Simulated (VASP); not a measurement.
```
CELL_PARAMETERS angstrom
     -1.42002     1.42002     1.42002
      1.42002    -1.42002     1.42002
      1.42002     1.42002    -1.42002
ATOMIC_POSITIONS crystal
  Fe 0.00000 0.00000 0.00000
```
Starting moments (μB, in the order of the record's atoms Fe): 2.1.

Calculation: PBEsol GGA, VASP's PBE PAW potentials (set 64) (plane waves; VASP). Settings: 520 eV cut-off, 18×18×18 Γ-centred mesh, first-order Methfessel-Paxton smearing of 0.10 eV, potentials Fe.

### Question
Give the stress tensor in GPa (positive for a compressed cell).

### Answer

```
-11.47    0.00    0.00
  0.00  -11.47    0.00
  0.00    0.00  -11.47
```
The pressure is its mean diagonal, -11.47 GPa.

The compound is Fe in the bcc structure. This cell is one point of a volume scan, at 1.06 of the reference volume.
